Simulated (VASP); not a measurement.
Here is the system:

```
LaP
1.0
    0.00000     2.98833     2.98833
    2.98833     0.00000     2.98833
    2.98833     2.98833     0.00000
P La
1 1
Direct
  0.50000   0.50000   0.50000
  0.00000   0.00000   0.00000
```

Level of theory: PBEsol GGA, VASP's PBE PAW potentials (set 64) (plane waves; VASP). Settings: 400 eV cut-off, Gaussian smearing of 0.050 eV, potentials P La.

Question: Estimate the band gap (along the path) with the smallest direct gap where there is one.

Answer: 
| Quantity | Result |
|---|---|
| band gap (along the path) | none (metal, semimetal or under 0.01 eV) |

Total energies compare only between runs with the same potentials, cut-off and functional.

The structure comes from a measured LaP entry (Fm-3m) of the Crystallography Open Database, whose conditions weren't checked. It was relaxed first.
